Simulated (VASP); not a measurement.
Given:

```
KBr
1.0
    0.00000     3.35287     3.35287
    3.35287     0.00000     3.35287
    3.35287     3.35287     0.00000
K Br
1 1
Direct
  0.00000   0.00000   0.00000
  0.50000   0.50000   0.50000
```

Calculation: PBE GGA, VASP's PBE PAW potentials (set 64) (plane waves; VASP 6.6.1). Settings: 400 eV cut-off, 6×6×6 Γ-centred mesh, Gaussian smearing of 0.050 eV, potentials K_sv Br.

Task: Estimate the energy per atom (σ→0), band gap (on the k-mesh) with the smallest direct gap where there is one.

Result: 
| Item | Value |
|---|---|
| band gap (on the k-mesh) | 4.31 eV |
| smallest direct gap (on the k-mesh) | 4.31 eV |
| energy per atom (σ→0) | -3.112 eV/atom |

Only differences to runs with the same potentials and settings are physical.

The structure was generated: KBr was put into the rock salt type (Fm-3m), which need not be its known phase. It was relaxed first, which changed the volume by -11 %. The start is the result of an earlier pass.
